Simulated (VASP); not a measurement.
Level of theory: PBE GGA, VASP's PBE PAW potentials (set 64) (plane waves; VASP 6.6.1).

VASP ran on this input.

**KPOINTS**
```
Automatic mesh
0
Gamma
10 10 10
0 0 0
```

**INCAR**
```
SYSTEM  =  HfC
PREC  =  Accurate; ENCUT  =  520; LREAL  =  .FALSE.
LASPH  =  .TRUE.
EDIFF  =  1E-6; NELM  =  100; ALGO  =  Normal
LMAXMIX  =  6
ISMEAR  =  1; SIGMA  =  0.1
GGA  =  PE
MAGMOM  =  1.0 1.0
ISPIN  =  2
ISIF  =  2
LWAVE  =  .FALSE.; LCHARG  =  .FALSE.
```

**POSCAR**
```
HfC
1
    0.0000000000     2.3200000000     2.3200000000
    2.3200000000     0.0000000000     2.3200000000
    2.3200000000     2.3200000000     0.0000000000
Hf C
1 1
Direct
  0.0000000000   0.0000000000   0.0000000000
  0.5000000000   0.5000000000   0.5000000000
```

POTCAR, in this order: Hf_pv C (PBE.64 set). Program: vasp_std.

The run wrote:

OSZICAR:
```
       N       E                     dE             d eps       ncg     rms          rms(c)
DAV:   1     0.245480472123E+02    0.24548E+02   -0.76118E+03  2256   0.111E+03
DAV:   2    -0.219978614041E+02   -0.46546E+02   -0.44422E+02  2920   0.216E+02
DAV:   3    -0.236722502172E+02   -0.16744E+01   -0.16624E+01  2824   0.306E+01
DAV:   4    -0.236849955901E+02   -0.12745E-01   -0.12741E-01  2616   0.301E+00
DAV:   5    -0.236851014687E+02   -0.10588E-03   -0.10587E-03  2872   0.244E-01    0.581E+01
DAV:   6    -0.210652587993E+02    0.26198E+01   -0.16849E+01  2592   0.210E+01    0.415E+01
DAV:   7    -0.210481268145E+02    0.17132E-01   -0.57791E-01  2624   0.563E+00    0.249E+01
DAV:   8    -0.210625170811E+02   -0.14390E-01   -0.70648E-02  2656   0.244E+00    0.557E+00
DAV:   9    -0.210460286581E+02    0.16488E-01   -0.21557E-02  2612   0.107E+00    0.776E-01
DAV:  10    -0.210433260545E+02    0.27026E-02   -0.23175E-03  2628   0.390E-01    0.866E-01
DAV:  11    -0.210425934887E+02    0.73257E-03   -0.12351E-04  2720   0.103E-01    0.439E-01
DAV:  12    -0.210424858685E+02    0.10762E-03   -0.70262E-05  2716   0.636E-02    0.699E-02
DAV:  13    -0.210424852613E+02    0.60726E-06   -0.29240E-06  2332   0.151E-02
   1 F= -.21042485E+02 E0= -.21042599E+02  d E =0.341983E-03  mag=     0.0002
```

**OUTCAR**
```
------------------------ aborting loop because EDIFF is reached ----------------------------------------
  FORCE on cell =-STRESS in cart. coord.  units (eV):
  Direction    XX          YY          ZZ          XY          YZ          ZX
  --------------------------------------------------------------------------------------
  Total        0.1671596      0.1671596      0.1671596     -0.0000000     -0.0000000      0.0000000
  in kB       10.7237799     10.7237799     10.7237799     -0.0000000     -0.0000000      0.0000000
  external PRESSURE =      10.7237799 kB  Pullay stress =       0.0000000 kB
  volume of cell :       24.97
      direct lattice vectors                 reciprocal lattice vectors
     0.000000000  2.320000000  2.320000000    -0.215517241  0.215517241  0.215517241
     2.320000000  0.000000000  2.320000000     0.215517241 -0.215517241  0.215517241
     2.320000000  2.320000000  0.000000000     0.215517241  0.215517241 -0.215517241
 POSITION                                       TOTAL-FORCE (eV/Angst)
 -----------------------------------------------------------------------------------
      0.00000      0.00000      0.00000        -0.000000     -0.000000     -0.000000
      2.32000      2.32000      2.32000         0.000000      0.000000      0.000000
 -----------------------------------------------------------------------------------
    total drift:                                0.000000     -0.000000     -0.000000
  FREE ENERGIE OF THE ION-ELECTRON SYSTEM (eV)
  ---------------------------------------------------
  free  energy   TOTEN  =       -21.0424852613 eV

  energy  without entropy=      -21.0428272438  energy(sigma->0) =      -21.04259926
```
(Selected blocks of OUTCAR.)

The compound is HfC in the rock salt structure. The cell was not relaxed at this level.
